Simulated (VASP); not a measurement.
A convergence study with VASP on Ti (hcp): one setting is varied, all else stays as given below, so the limit is that of these other settings.

```
CELL_PARAMETERS angstrom
      1.47500    -2.55477     0.00000
      1.47500     2.55477     0.00000
      0.00000     0.00000     4.68000
ATOMIC_POSITIONS crystal
  Ti 0.33333 0.66667 0.25000
  Ti 0.66667 0.33333 0.75000
```

All values below come from LDA (Ceperley-Alder, Perdew-Zunger), VASP's LDA PAW potentials (set 64) (plane waves; VASP 6.6.1). The tightest run used: 550 eV cut-off, 20×20×11 Monkhorst-Pack mesh, first-order Methfessel-Paxton smearing of 0.10 eV, potentials Ti_sv.

Problem. The settings run are 1×1×1 mesh; 2×2×1 mesh; 3×3×2 mesh; 4×4×2 mesh; 5×5×3 mesh; 6×6×3 mesh; 7×7×4 mesh; 8×8×4 mesh; 9×9×5 mesh; 10×10×6 mesh; 11×11×6 mesh; 12×12×7 mesh; 13×13×7 mesh; 14×14×8 mesh; 15×15×8 mesh; 16×16×9 mesh; 17×17×10 mesh; 18×18×10 mesh; 19×19×11 mesh; 20×20×11 mesh. From which on does the energy per atom stay within 0.01 eV/atom of the tightest run?

Solution. From 5×5×3 mesh on: it is off by 0.0001 there and by no more than 0.01 in any finer run, while 4×4×2 mesh is off by 0.0331.
```json
[
 {"setting": "1×1×1 mesh", "E (eV/atom)": "-8.3352", "pressure (GPa)": "28.37", "irreducible k-points": "1", "difference judged (eV/atom)": "0.1636"},
 {"setting": "2×2×1 mesh", "E (eV/atom)": "-8.6820", "pressure (GPa)": "-11.00", "irreducible k-points": "2", "difference judged (eV/atom)": "0.1832"},
 {"setting": "3×3×2 mesh", "E (eV/atom)": "-8.5046", "pressure (GPa)": "-10.46", "irreducible k-points": "3", "difference judged (eV/atom)": "0.0058"},
 {"setting": "4×4×2 mesh", "E (eV/atom)": "-8.5319", "pressure (GPa)": "-9.89", "irreducible k-points": "6", "difference judged (eV/atom)": "0.0331"},
 {"setting": "5×5×3 mesh", "E (eV/atom)": "-8.4989", "pressure (GPa)": "-10.05", "irreducible k-points": "10", "difference judged (eV/atom)": "0.0001"},
 {"setting": "6×6×3 mesh", "E (eV/atom)": "-8.4943", "pressure (GPa)": "-9.65", "irreducible k-points": "24", "difference judged (eV/atom)": "0.0046"},
 {"setting": "7×7×4 mesh", "E (eV/atom)": "-8.4916", "pressure (GPa)": "-9.41", "irreducible k-points": "16", "difference judged (eV/atom)": "0.0072"},
 {"setting": "8×8×4 mesh", "E (eV/atom)": "-8.4968", "pressure (GPa)": "-9.95", "irreducible k-points": "40", "difference judged (eV/atom)": "0.0020"},
 {"setting": "9×9×5 mesh", "E (eV/atom)": "-8.4998", "pressure (GPa)": "-9.97", "irreducible k-points": "36", "difference judged (eV/atom)": "0.0010"},
 {"setting": "10×10×6 mesh", "E (eV/atom)": "-8.4976", "pressure (GPa)": "-9.84", "irreducible k-points": "90", "difference judged (eV/atom)": "0.0012"},
 {"setting": "11×11×6 mesh", "E (eV/atom)": "-8.4987", "pressure (GPa)": "-9.90", "irreducible k-points": "48", "difference judged (eV/atom)": "0.0001"},
 {"setting": "12×12×7 mesh", "E (eV/atom)": "-8.4984", "pressure (GPa)": "-9.90", "irreducible k-points": "168", "difference judged (eV/atom)": "0.0004"},
 {"setting": "13×13×7 mesh", "E (eV/atom)": "-8.4979", "pressure (GPa)": "-9.86", "irreducible k-points": "84", "difference judged (eV/atom)": "0.0009"},
 {"setting": "14×14×8 mesh", "E (eV/atom)": "-8.4987", "pressure (GPa)": "-9.88", "irreducible k-points": "224", "difference judged (eV/atom)": "0.0001"},
 {"setting": "15×15×8 mesh", "E (eV/atom)": "-8.4994", "pressure (GPa)": "-9.94", "irreducible k-points": "108", "difference judged (eV/atom)": "0.0006"},
 {"setting": "16×16×9 mesh", "E (eV/atom)": "-8.4989", "pressure (GPa)": "-9.90", "irreducible k-points": "360", "difference judged (eV/atom)": "0.0001"},
 {"setting": "17×17×10 mesh", "E (eV/atom)": "-8.4989", "pressure (GPa)": "-9.88", "irreducible k-points": "165", "difference judged (eV/atom)": "0.0001"},
 {"setting": "18×18×10 mesh", "E (eV/atom)": "-8.4990", "pressure (GPa)": "-9.91", "irreducible k-points": "450", "difference judged (eV/atom)": "0.0002"},
 {"setting": "19×19×11 mesh", "E (eV/atom)": "-8.4987", "pressure (GPa)": "-9.87", "irreducible k-points": "240", "difference judged (eV/atom)": "0.0001"},
 {"setting": "20×20×11 mesh", "E (eV/atom)": "-8.4988", "pressure (GPa)": "-9.89", "irreducible k-points": "660", "difference judged (eV/atom)": "0.0000"}
]
```

Left out are rungs that failed or repeat a setting and relaxations that didn't move; long series are thinned to 24 rows.

The compound is Ti in the hcp structure. The cell was not relaxed at this level.
